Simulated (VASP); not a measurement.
Output of a VASP run:

OSZICAR:
```
...
       N       E                     dE             d eps       ncg     rms          rms(c)
DAV:   1    -0.280045651805E+03    0.55726E-03   -0.44668E-01   650   0.112E+00    0.319E-01
RMM:   2    -0.280048153954E+03   -0.25021E-02   -0.26920E-02   636   0.347E-01    0.853E-02
RMM:   3    -0.280048680878E+03   -0.52692E-03   -0.51747E-03   658   0.155E-01    0.914E-02
RMM:   4    -0.280048721556E+03   -0.40678E-04   -0.76598E-04   675   0.651E-02    0.825E-02
RMM:   5    -0.280048681880E+03    0.39676E-04   -0.15801E-04   645   0.298E-02    0.579E-02
RMM:   6    -0.280048671281E+03    0.10599E-04   -0.17884E-04   620   0.217E-02    0.162E-02
RMM:   7    -0.280048672138E+03   -0.85722E-06   -0.24556E-05   422   0.107E-02
   8 F= -.28004867E+03 E0= -.28004867E+03  d E =-.645700E-02  mag=     3.0000
       N       E                     dE             d eps       ncg     rms          rms(c)
DAV:   1    -0.280050146195E+03   -0.14749E-02   -0.22339E-01   696   0.732E-01    0.200E-01
RMM:   2    -0.280051383442E+03   -0.12372E-02   -0.12694E-02   636   0.222E-01    0.590E-02
RMM:   3    -0.280051632318E+03   -0.24888E-03   -0.24048E-03   666   0.985E-02    0.599E-02
RMM:   4    -0.280051655021E+03   -0.22704E-04   -0.39862E-04   640   0.417E-02    0.545E-02
RMM:   5    -0.280051634790E+03    0.20231E-04   -0.69877E-05   535   0.183E-02    0.386E-02
RMM:   6    -0.280051627066E+03    0.77242E-05   -0.90934E-05   556   0.143E-02
   9 F= -.28005163E+03 E0= -.28005163E+03  d E =-.295493E-02  mag=     3.0000
       N       E                     dE             d eps       ncg     rms          rms(c)
DAV:   1    -0.280051283203E+03    0.35159E-03   -0.15322E-01   664   0.606E-01    0.169E-01
RMM:   2    -0.280052125115E+03   -0.84191E-03   -0.87780E-03   636   0.185E-01    0.508E-02
RMM:   3    -0.280052304280E+03   -0.17916E-03   -0.17258E-03   669   0.827E-02    0.510E-02
RMM:   4    -0.280052318714E+03   -0.14435E-04   -0.26355E-04   624   0.348E-02    0.445E-02
RMM:   5    -0.280052305130E+03    0.13585E-04   -0.51975E-05   486   0.157E-02    0.313E-02
RMM:   6    -0.280052300907E+03    0.42230E-05   -0.55077E-05   492   0.115E-02
  10 F= -.28005230E+03 E0= -.28005230E+03  d E =-.362877E-02  mag=     3.0000
       N       E                     dE             d eps       ncg     rms          rms(c)
DAV:   1    -0.280052497950E+03   -0.19282E-03   -0.24207E-01   666   0.777E-01    0.211E-01
RMM:   2    -0.280053784512E+03   -0.12866E-02   -0.13416E-02   636   0.235E-01    0.588E-02
RMM:   3    -0.280054021183E+03   -0.23667E-03   -0.24203E-03   642   0.105E-01    0.601E-02
RMM:   4    -0.280054052373E+03   -0.31190E-04   -0.45787E-04   699   0.461E-02    0.574E-02
RMM:   5    -0.280054031900E+03    0.20473E-04   -0.73100E-05   547   0.194E-02    0.398E-02
RMM:   6    -0.280054025412E+03    0.64875E-05   -0.10549E-04   581   0.157E-02    0.111E-02
RMM:   7    -0.280054025233E+03    0.17870E-06   -0.13739E-05   391   0.782E-03
  11 F= -.28005403E+03 E0= -.28005403E+03  d E =-.172433E-02  mag=     3.0000
       N       E                     dE             d eps       ncg     rms          rms(c)
DAV:   1    -0.280053829545E+03    0.19587E-03   -0.31907E-02   720   0.281E-01    0.759E-02
RMM:   2    -0.280054001542E+03   -0.17200E-03   -0.18141E-03   636   0.861E-02    0.209E-02
RMM:   3    -0.280054032961E+03   -0.31419E-04   -0.32709E-04   642   0.385E-02    0.221E-02
RMM:   4    -0.280054036539E+03   -0.35786E-05   -0.58072E-05   492   0.169E-02
  12 F= -.28005404E+03 E0= -.28005404E+03  d E =-.173563E-02  mag=     3.0000
```

OUTCAR:
```
------------------------ aborting loop because EDIFF is reached ----------------------------------------
  FORCE on cell =-STRESS in cart. coord.  units (eV):
  Direction    XX          YY          ZZ          XY          YZ          ZX
  --------------------------------------------------------------------------------------
  Total       -0.7431945     -0.6633180     -0.7765346     -0.0246379     -0.0262864     -0.0142299
  in kB       -0.8784367     -0.7840248     -0.9178439     -0.0291214     -0.0310698     -0.0168194
  external PRESSURE =      -0.8601018 kB  Pullay stress =       0.0000000 kB
  volume of cell :     1355.51
      direct lattice vectors                 reciprocal lattice vectors
    11.067109208  0.000000000  0.000000000     0.090357832  0.000000000  0.000000000
     0.000000000 11.067109208  0.000000000     0.000000000  0.090357832  0.000000000
     0.000000000  0.000000000 11.067109208     0.000000000  0.000000000  0.090357832
  FREE ENERGIE OF THE ION-ELECTRON SYSTEM (eV)
  ---------------------------------------------------
  free  energy   TOTEN  =      -280.0540365394 eV

  energy  without entropy=     -280.0540365394  energy(sigma->0) =     -280.05403654

 total charge

# of ion       s       p       d       tot
------------------------------------------
    1        1.059   1.214   0.151   2.424
    2        1.050   1.223   0.154   2.428
    3        1.050   1.225   0.155   2.430
    4        1.050   1.219   0.153   2.422
    5        1.050   1.225   0.155   2.431
    6        1.050   1.226   0.156   2.431
    7        1.050   1.223   0.154   2.427
    8        1.050   1.225   0.155   2.430
    9        1.053   1.216   0.153   2.423
   10        1.053   1.214   0.153   2.420
   11        1.050   1.227   0.156   2.432
   12        1.053   1.215   0.153   2.421
   13        1.050   1.225   0.155   2.430
   14        1.058   1.211   0.150   2.420
   15        1.050   1.221   0.154   2.425
   16        1.050   1.225   0.155   2.430
   17        1.053   1.217   0.153   2.423
   18        1.053   1.215   0.153   2.421
   19        1.059   1.215   0.151   2.424
   20        1.053   1.217   0.153   2.424
   21        1.053   1.215   0.153   2.421
   22        1.050   1.224   0.155   2.429
   23        1.053   1.215   0.153   2.422
   24        1.053   1.213   0.153   2.419
   25        1.050   1.224   0.155   2.429
   26        1.050   1.226   0.156   2.432
   27        1.053   1.213   0.153   2.419
   28        1.050   1.222   0.154   2.426
   29        1.053   1.213   0.153   2.419
   30        1.053   1.213   0.153   2.419
   31        1.050   1.223   0.155   2.428
   32        1.019   1.508   0.000   2.528
   33        1.019   1.508   0.000   2.527
   34        1.019   1.508   0.000   2.528
   35        1.016   1.516   0.000   2.531
   36        1.013   1.521   0.000   2.535
   37        1.013   1.521   0.000   2.534
   38        1.016   1.515   0.000   2.531
   39        1.013   1.522   0.000   2.535
   40        1.052   1.432   0.000   2.484
   41        1.013   1.521   0.000   2.534
   42        1.013   1.521   0.000   2.535
   43        1.014   1.521   0.000   2.534
   44        1.016   1.515   0.000   2.531
   45        1.019   1.507   0.000   2.527
   46        1.019   1.507   0.000   2.527
   47        1.013   1.521   0.000   2.535
   48        1.051   1.433   0.000   2.485
...
```
(Selected blocks of OUTCAR.)

### POSCAR
```
Ga31P32
1
   11.0671092084     0.0000000000     0.0000000000
    0.0000000000    11.0671092084     0.0000000000
   -0.0000000000    -0.0000000000    11.0671092084
Ga P
31 32
Direct
  0.5000000000   0.0000000000   0.0000000000
  0.7500000000   0.2500000000   0.0000000000
  0.7500000000   0.0000000000   0.2500000000
  0.0000000000   0.0000000000   0.0000000000
  0.2500000000   0.2500000000   0.0000000000
  0.5000000000   0.5000000000   0.0000000000
  0.7500000000   0.7500000000   0.0000000000
  0.2500000000   0.0000000000   0.2500000000
  0.5000000000   0.2500000000   0.2500000000
  0.7500000000   0.5000000000   0.2500000000
  0.5000000000   0.0000000000   0.5000000000
  0.7500000000   0.2500000000   0.5000000000
  0.7500000000   0.0000000000   0.7500000000
  0.0000000000   0.5000000000   0.0000000000
  0.2500000000   0.7500000000   0.0000000000
  0.0000000000   0.2500000000   0.2500000000
  0.2500000000   0.5000000000   0.2500000000
  0.5000000000   0.7500000000   0.2500000000
  0.0000000000   0.0000000000   0.5000000000
  0.2500000000   0.2500000000   0.5000000000
  0.7500000000   0.7500000000   0.5000000000
  0.2500000000   0.0000000000   0.7500000000
  0.5000000000   0.2500000000   0.7500000000
  0.7500000000   0.5000000000   0.7500000000
  0.0000000000   0.7500000000   0.2500000000
  0.0000000000   0.5000000000   0.5000000000
  0.2500000000   0.7500000000   0.5000000000
  0.0000000000   0.2500000000   0.7500000000
  0.2500000000   0.5000000000   0.7500000000
  0.5000000000   0.7500000000   0.7500000000
  0.0000000000   0.7500000000   0.7500000000
  0.6250000000   0.1250000000   0.1250000000
  0.8750000000   0.3750000000   0.1250000000
  0.8750000000   0.1250000000   0.3750000000
  0.1250000000   0.1250000000   0.1250000000
  0.3750000000   0.3750000000   0.1250000000
  0.6250000000   0.6250000000   0.1250000000
  0.8750000000   0.8750000000   0.1250000000
  0.3750000000   0.1250000000   0.3750000000
  0.6254280000   0.3792870000   0.3786450000
  0.8750000000   0.6250000000   0.3750000000
  0.6250000000   0.1250000000   0.6250000000
  0.8750000000   0.3750000000   0.6250000000
  0.8750000000   0.1250000000   0.8750000000
  0.1250000000   0.6250000000   0.1250000000
  0.3750000000   0.8750000000   0.1250000000
  0.1250000000   0.3750000000   0.3750000000
  0.3759700000   0.6267510000   0.3753700000
  0.6250000000   0.8750000000   0.3750000000
  0.1250000000   0.1250000000   0.6250000000
  0.3761140000   0.3792970000   0.6265190000
  0.6245130000   0.6224720000   0.6285380000
  0.8750000000   0.8750000000   0.6250000000
  0.3750000000   0.1250000000   0.8750000000
  0.6250000000   0.3750000000   0.8750000000
  0.8750000000   0.6250000000   0.8750000000
  0.1250000000   0.8750000000   0.3750000000
  0.1250000000   0.6250000000   0.6250000000
  0.3750000000   0.8750000000   0.6250000000
  0.1250000000   0.3750000000   0.8750000000
  0.3750000000   0.6250000000   0.8750000000
  0.6250000000   0.8750000000   0.8750000000
  0.1250000000   0.8750000000   0.8750000000
```

Reconstruct the remaining input files.

Several could match; the one computed here: the input of the run itself, PBE GGA, plane waves, VASP's PBE PAW potentials (set 64).

**KPOINTS**
```
Automatic mesh
0
Gamma
1 1 1
0 0 0
```

### INCAR
```
SYSTEM  =  Ga31P32
PREC  =  Normal; ENCUT  =  400; LREAL  =  Auto
LASPH  =  .TRUE.; ISYM  =  0
EDIFF  =  1E-5; NELM  =  100; NELMIN  =  4
ALGO  =  Fast; LMAXMIX  =  4
ISMEAR  =  0; SIGMA  =  0.05
GGA  =  PE
ISPIN  =  2; MAGMOM  =  63*0.0476; NUPDOWN  =  3
IBRION  =  2; NSW  =  60; ISIF  =  2
EDIFFG  =  -0.03
LWAVE  =  .TRUE.; LCHARG  =  .FALSE.; LORBIT  =  10
```

POTCAR, in this order: Ga P (PBE.64 set). Program: vasp_gam.

The supercell is sampled at Γ alone, which is coarse: total energies, pressure and levels can be off, energies of defects by several tenths of an eV.

The cell is a supercell with a defect, built from GaP (zinc blende): vac_Ga.
